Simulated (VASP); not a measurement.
Input:

```yaml
crystal:
  lattice:
    - [2.99000, 0.00000, 0.00000]
    - [0.00000, 2.99000, 0.00000]
    - [0.00000, 0.00000, 2.99000]
  atoms:
    - { symbol: Ti, position: [0.00000, 0.00000, 0.00000] }
    - { symbol: Co, position: [0.50000, 0.50000, 0.50000] }
```

Method: PBE GGA + U (Dudarev), VASP's PBE PAW potentials (set 64) (plane waves; VASP). Settings: 400 eV cut-off, 11×11×11 Γ-centred mesh, first-order Methfessel-Paxton smearing of 0.10 eV, potentials Ti_sv Co, U − J: Ti 1.00 eV, Co 1.00 eV.

Q: Give the stress tensor in GPa (positive for a compressed cell).

A: 
```
-3.46   0.00   0.00
 0.00  -3.46   0.00
 0.00   0.00  -3.46
```
The pressure is its mean diagonal, -3.46 GPa.

The compound is TiCo in the CsCl type structure. The cell was not relaxed at this level. The run is one of a series of settings (LDAU = .TRUE., LDAUJ = 0 0, LDAUL = 2 2, LDAUTYPE = 2, LDAUU = 1.0 1.0 against the base run), some of them coarse on purpose. The run is not spin-polarised, so no magnetic state was tried. The electron count is odd and the run is not spin-polarised, which forces a metal.
